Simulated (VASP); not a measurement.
Calculation: PBEsol GGA, VASP's PBE PAW potentials (set 64) (plane waves; VASP).

A VASP calculation is set up with these files.

File POSCAR:
```
Ni3Si
1.0
  3.5628796420   0.0000000000   0.0000000000
  0.0000000000   3.5628796420   0.0000000000
  0.0000000000   0.0000000000   3.4591064486
Si Ni
1 3
Cart
  0.0000000000   0.0000000000   0.0000000000
  0.0000000000   1.7814398210   1.7295532243
  1.7814398210   0.0000000000   1.7295532243
  1.7814398210   1.7814398210   0.0000000000
```

KPOINTS:
```
Automatic mesh
0
gamma
 8 8 8
0 0 0
```

### INCAR
```
ALGO = Normal
EDIFF = 1E-7
EDIFFG = -0.01
ENCUT = 480
GGA = PS
IBRION = 2
ISIF = 2
ISMEAR = 1
LASPH = .True.
LCHARG = .False.
LMAXMIX = 4
LREAL = .False.
LWAVE = .False.
NELM = 100
NSW = 30
PREC = Accurate
SIGMA = 0.1
SYSTEM = Ni3Si
```

POTCAR, in this order: Si Ni (PBE.64 set). Program: vasp_std.

The resulting files:

File OUTCAR:
```
 ion  position               nearest neighbor table
   1  0.000  0.000  0.000-   2 2.48   3 2.48   2 2.48   3 2.48   2 2.48   2 2.48   3 2.48   3 2.48
                             4 2.52   4 2.52   4 2.52   4 2.52
   2  0.000  0.500  0.500-   1 2.48   4 2.48   1 2.48   4 2.48   1 2.48   1 2.48   4 2.48   4 2.48
                             3 2.52   3 2.52   3 2.52   3 2.52
   3  0.500  0.000  0.500-   1 2.48   4 2.48   1 2.48   4 2.48   4 2.48   4 2.48   1 2.48   1 2.48
                             2 2.52   2 2.52   2 2.52   2 2.52
   4  0.500  0.500  0.000-   2 2.48   3 2.48   2 2.48   3 2.48   3 2.48   3 2.48   2 2.48   2 2.48
                             1 2.52   1 2.52   1 2.52   1 2.52
  LATTYP: Found a simple tetragonal cell.
 ALAT       =     3.5628796420
 C/A-ratio  =     0.9708737864
 Subroutine PRICEL returns:
 Original cell was already a primitive cell.
 Subroutine GETGRP returns: Found 16 space group operations
The static configuration has the point symmetry D_4h.
The dynamic configuration has the point symmetry D_4h.
 Subroutine INISYM returns: Found 16 space group operations
 Subroutine IBZKPT returns following result:
 Found     75 irreducible k-points:

 Following reciprocal coordinates:
            Coordinates               Weight
  0.000000  0.000000  0.000000      1.000000
  0.125000  0.000000  0.000000      4.000000
...
```

File OSZICAR:
```
       N       E                     dE             d eps       ncg     rms          rms(c)
DAV:   1     0.191562758791E+03    0.19156E+03   -0.14971E+04  3150   0.202E+03
DAV:   2    -0.198355337411E+02   -0.21140E+03   -0.20411E+03  3150   0.364E+02
DAV:   3    -0.301490143886E+02   -0.10313E+02   -0.99073E+01  3541   0.107E+02
DAV:   4    -0.303900781777E+02   -0.24106E+00   -0.23936E+00  3682   0.145E+01
DAV:   5    -0.303986822803E+02   -0.86041E-02   -0.85996E-02  3768   0.259E+00    0.203E+01
DAV:   6    -0.303652511175E+02    0.33431E-01   -0.65452E+01  3627   0.131E+02    0.182E+01
DAV:   7    -0.262396246998E+02    0.41256E+01   -0.18696E+01  3515   0.723E+01    0.386E+00
DAV:   8    -0.262365297586E+02    0.30949E-02   -0.94634E-01  4245   0.139E+01    0.254E+00
DAV:   9    -0.262268506199E+02    0.96791E-02   -0.32326E-01  4263   0.189E+01    0.229E+00
DAV:  10    -0.261855692722E+02    0.41281E-01   -0.83305E-02  4115   0.999E+00    0.481E-01
DAV:  11    -0.261840654641E+02    0.15038E-02   -0.11824E-02  4335   0.131E+00    0.201E-01
DAV:  12    -0.261839301254E+02    0.13534E-03   -0.14125E-03  3668   0.918E-01    0.663E-02
DAV:  13    -0.261839168802E+02    0.13245E-04   -0.29159E-04  3839   0.408E-01    0.376E-02
DAV:  14    -0.261839024642E+02    0.14416E-04   -0.41232E-05  3963   0.184E-01    0.116E-02
DAV:  15    -0.261839013784E+02    0.10859E-05   -0.91786E-06  4161   0.419E-02    0.440E-03
DAV:  16    -0.261839013321E+02    0.46274E-07   -0.49993E-07  3647   0.149E-02
   1 F= -.26183901E+02 E0= -.26184280E+02  d E =-.261839E+02
```

**OUTCAR**
```
------------------------ aborting loop because EDIFF is reached ----------------------------------------
  FORCE on cell =-STRESS in cart. coord.  units (eV):
  Direction    XX          YY          ZZ          XY          YZ          ZX
  --------------------------------------------------------------------------------------
  Total       -3.5928390     -3.5928390     -2.5070302      0.0000000      0.0000000      0.0000000
  in kB     -131.0937852   -131.0937852    -91.4753175      0.0000000      0.0000000      0.0000000
  external PRESSURE =    -117.8876293 kB  Pullay stress =       0.0000000 kB
  volume of cell :       43.91
      direct lattice vectors                 reciprocal lattice vectors
     3.562879642  0.000000000  0.000000000     0.280671844  0.000000000  0.000000000
     0.000000000  3.562879642  0.000000000     0.000000000  0.280671844  0.000000000
     0.000000000  0.000000000  3.459106449     0.000000000  0.000000000  0.289092000
 POSITION                                       TOTAL-FORCE (eV/Angst)
 -----------------------------------------------------------------------------------
      0.00000      0.00000      0.00000         0.000000      0.000000      0.000000
      0.00000      1.78144      1.72955         0.000000      0.000000      0.000000
      1.78144      0.00000      1.72955         0.000000      0.000000      0.000000
      1.78144      1.78144      0.00000         0.000000      0.000000      0.000000
 -----------------------------------------------------------------------------------
    total drift:                                0.000000      0.000000      0.000000
  FREE ENERGIE OF THE ION-ELECTRON SYSTEM (eV)
  ---------------------------------------------------
  free  energy   TOTEN  =       -26.1839013321 eV

  energy  without entropy=      -26.1850366094  energy(sigma->0) =      -26.18427976

 reached required accuracy - stopping structural energy minimisation
```
(Selected blocks of OUTCAR.)

The compound is Ni3Si in the L1_2 structure. This cell was strained or had an atom moved on purpose. The run is not spin-polarised, so no magnetic state was tried.
